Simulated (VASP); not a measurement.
Given:

```
CELL_PARAMETERS angstrom
      0.00000     3.00272     3.00272
      3.00272     0.00000     3.00272
      3.00272     3.00272     0.00000
ATOMIC_POSITIONS crystal
  Pb 0.00000 0.00000 0.00000
  F  0.25000 0.25000 0.25000
  F  0.75000 0.75000 0.75000
```

These are revPBE GGA, VASP's PBE PAW potentials (set 64) (plane waves; VASP 6.6.1) values and carry that method's errors. Run with 520 eV cut-off, 6×6×6 Γ-centred mesh, Gaussian smearing of 0.050 eV, potentials Pb_d F.

Unless said otherwise, spin-orbit coupling is left out, though it shifts the bands of the heavy elements here.

Problem. What does the run give for the energy per atom (σ→0), pressure, band gap (on the k-mesh) with the smallest direct gap where there is one?

Solution. 
- band gap (on the k-mesh): 4.53 eV
- smallest direct gap (on the k-mesh): 4.66 eV
- energy per atom (σ→0): -4.519 eV/atom
- pressure: 1.95 GPa

Total energies compare only between runs with the same potentials, cut-off and functional.

The compound is PbF2 in the fluorite structure, the β form. This cell is one point of a volume scan, at 0.97 of the reference volume.
